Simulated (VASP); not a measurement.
A VASP calculation is set up with these files.

### INCAR
```
SYSTEM = LiF
PREC = Accurate
ENCUT = 520
EDIFF = 1E-6
NELM = 60
ALGO = Normal
LREAL = .FALSE.
LASPH = .TRUE.
ISMEAR = 0
SIGMA = 0.05
GGA = PE
LWAVE = .FALSE.
LCHARG = .FALSE.
ISIF = 2
IMIX = 1
AMIX = 1.9
BMIX = 0.0001
```

KPOINTS:
```
Automatic mesh
0
Gamma
9 9 9
0 0 0
```

File POSCAR:
```
LiF
1
    0.0000000000     2.0150000000     2.0150000000
    2.0150000000     0.0000000000     2.0150000000
    2.0150000000     2.0150000000     0.0000000000
Li F
1 1
Direct
  0.0000000000   0.0000000000   0.0000000000
  0.5000000000   0.5000000000   0.5000000000
```

POTCAR, in this order: Li_sv F (PBE.64 set). Program: vasp_std.

Does this input run properly? What does VASP do?

There is a fault: simple mixing (IMIX = 1) with AMIX above 1 overshoots. VASP stops with an error: ERROR FEXCP: supplied Exchange-correletion table is too small, maximal index : 3912 ----> I REFUSE TO CONTINUE WITH THIS SICK JOB ... BYE!!! <----

File standard output:
```
 POSCAR found type information on POSCAR LiF
 POSCAR found :  2 types and       2 ions
 Reading from existing POTCAR
 Reading from existing POTCAR
 LDA part: xc-table for (Slater+PW92), standard interpolation
 POSCAR, INCAR and KPOINTS ok, starting setup
 WAVECAR not read
 entering main loop
       N       E                     dE             d eps       ncg     rms          rms(c)
DAV:   1     0.326617828206E+02    0.32662E+02   -0.57384E+03   646   0.115E+03
DAV:   2    -0.908540997793E+01   -0.41747E+02   -0.41119E+02   683   0.208E+02
DAV:   3    -0.101382597550E+02   -0.10528E+01   -0.10520E+01   801   0.317E+01
DAV:   4    -0.101485678942E+02   -0.10308E-01   -0.10308E-01   832   0.321E+00
DAV:   5    -0.101486146482E+02   -0.46754E-04   -0.46754E-04   813   0.171E-01    0.454E+00
DAV:   6    -0.191003991123E+02   -0.89518E+01   -0.82813E+01   641   0.674E+01    0.220E+01
DAV:   7    -0.148895909196E+03   -0.12980E+03   -0.11092E+03   636   0.310E+02    0.689E+01
DAV:   8    -0.994974658763E+03   -0.84608E+03   -0.85270E+03   882   0.721E+02    0.154E+02
DAV:   9    -0.377535803453E+04   -0.27804E+04   -0.29258E+04   946   0.451E+02    0.266E+02

 -----------------------------------------------------------------------------
|                                                                             |
|     EEEEEEE  RRRRRR   RRRRRR   OOOOOOO  RRRRRR      ###     ###     ###     |
|     E        R     R  R     R  O     O  R     R     ###     ###     ###     |
|     E        R     R  R     R  O     O  R     R     ###     ###     ###     |
|     EEEEE    RRRRRR   RRRRRR   O     O  RRRRRR       #       #       #      |
|     E        R   R    R   R    O     O  R   R                               |
|     E        R    R   R    R   O     O  R    R      ###     ###     ###     |
|     EEEEEEE  R     R  R     R  OOOOOOO  R     R     ###     ###     ###     |
|                                                                             |
|     ERROR FEXCP: supplied Exchange-correletion table                        |
|      is too small, maximal index : 3912                                     |
|                                                                             |
|       ---->  I REFUSE TO CONTINUE WITH THIS SICK JOB ... BYE!!! <----       |
|                                                                             |
 -----------------------------------------------------------------------------
```

To mend it, remove IMIX, remove AMIX, remove BMIX.

The mended run (PBE GGA, plane waves, VASP's PBE PAW potentials (set 64)) converges, and its OSZICAR ends with
```
   1 F= -.96379147E+01 E0= -.96379147E+01  d E =-.919234E-24
```

The compound is LiF in the rock salt structure. The cell was not relaxed at this level.
